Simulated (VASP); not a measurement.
An input for Ansatz (written as the equivalent of a VASP run, and not itself run):

Ansatz 0.2 input:
```yaml
crystal:
  lattice:
    - [5.8195320, 0.0000000, 0.0000000]
    - [0.0000000, 5.8195320, 0.0000000]
    - [0.0000000, 0.0000000, 3.7478080]
  atoms:
    - { symbol: Mo, position: [0.0000000, 0.0000000, 0.0000000] }
    - { symbol: Mo, position: [0.5000000, 0.5000000, 0.5000000] }
    - { symbol: S, position: [0.3049600, 0.3049600, 0.0000000] }
    - { symbol: S, position: [0.8049600, 0.1950400, 0.5000000] }
    - { symbol: S, position: [0.1950400, 0.8049600, 0.5000000] }
    - { symbol: S, position: [0.6950400, 0.6950400, 0.0000000] }
kpoints:
  mp_grid: { grid: [3, 3, 5] }
hamiltonian:
  xc: lda
  pseudopotentials: { kind: paw }
scf:
  occupations: { method: gaussian, width: 0.2 }
  max_iter: 100
output: { forces: true, stress: true, eigenvalues: true }
```

Task: Translate this input to VASP (INCAR, KPOINTS, POSCAR, choice of POTCAR).

Result: Several could match; the one computed here: 
**KPOINTS**
```
Automatic mesh
0
Gamma
3 3 5
0 0 0
```

File POSCAR:
```
MoS2
1
    5.8195320000     0.0000000000     0.0000000000
    0.0000000000     5.8195320000     0.0000000000
    0.0000000000     0.0000000000     3.7478080000
Mo S
2 4
Direct
  0.0000000000   0.0000000000   0.0000000000
  0.5000000000   0.5000000000   0.5000000000
  0.3049600000   0.3049600000   0.0000000000
  0.8049600000   0.1950400000   0.5000000000
  0.1950400000   0.8049600000   0.5000000000
  0.6950400000   0.6950400000   0.0000000000
```

### INCAR
```
! general
SYSTEM =MoS2
PREC   =Accurate
ENCUT  =300
LREAL  =.FALSE.
LASPH  =.TRUE.

! electronic loop
EDIFF  =1E-6
NELM   =100
ALGO   =Normal
LMAXMIX=4

! smearing
ISMEAR =0
SIGMA  =0.2

! ions
ISIF   =2

! output
LWAVE  =.FALSE.
LCHARG =.FALSE.
```

POTCAR, in this order: Mo_sv S (LDA.64 set). Program: vasp_std.

What does not carry over: each code has its own PAW files, so the cut-off isn't converted (ENCUT is set for VASP's; basis.ecutwfc is left out, and Ansatz then takes the one that its files recommend); Ansatz stops its SCF on the density residual and VASP on the energy change (EDIFF); Ansatz's lda is the Perdew-Wang form, while the LDA potentials of VASP carry Perdew-Zunger's.

The structure was generated: MoS2 was put into an ordered model structure, which need not be its known phase. The cell was not relaxed at this level. The k-mesh is coarse (spacing up to 0.36 per Å, 2π included), so the numbers may not be converged in it. The run is one of a series of settings (GGA removed, POTCAR Mo_sv S (LDA.64 set) against the base run), some of them coarse on purpose.
